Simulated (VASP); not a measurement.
Space group Fm-3m (No. 225); a = 4.9646 Å, b = 4.9646 Å, c = 4.9646 Å, α = 90.00°, β = 90.00°, γ = 90.00°

```json
[
 {"atom": "Gd", "site": "4a", "symmetry": "m-3m", "x": "0.0000", "y": "0.0000", "z": "0.0000"},
 {"atom": "N", "site": "4b", "symmetry": "m-3m", "x": "0.5000", "y": "0.5000", "z": "0.5000"}
]
```
(The calculation used a cell of 2 atoms; values per cell refer to that cell.)

Method: r2SCAN meta-GGA, VASP's PBE PAW potentials (set 64) (plane waves; VASP). Settings: 600 eV cut-off, 8×8×8 Γ-centred mesh, Gaussian smearing of 0.050 eV, potentials Gd_3 N.

The 4f electrons are frozen in the core of the lanthanide potential, so 4f levels, which can set the real gap, and their magnetism are missing.

Each relaxation starts from this cell; other phases were not tried.

Problem. The cell is relaxed at 1 GPa. What happens?

Solution. The volume per atom goes from 15.30 to 15.21 Å³ (-0.6 %), and the cell becomes a = b = c = 4.955 Å, α = β = γ = 90.00°, space group Fm-3m. The gap on the mesh goes from 0.32 to 0.30 eV.

Problem. The cell is relaxed at 5 GPa. What happens?

Solution. The volume per atom goes from 15.30 to 14.88 Å³ (-2.7 %), and the cell becomes a = 4.919 Å, b = 4.919 Å, c = 4.919 Å, α = 90.00°, β = 90.00°, γ = 90.00°, space group Fm-3m. The gap on the mesh goes from 0.32 to 0.26 eV.

Failed runs are left out, and for metals the shear rows, which the mesh's noise covers.

The compound is GdN in the rock salt structure.
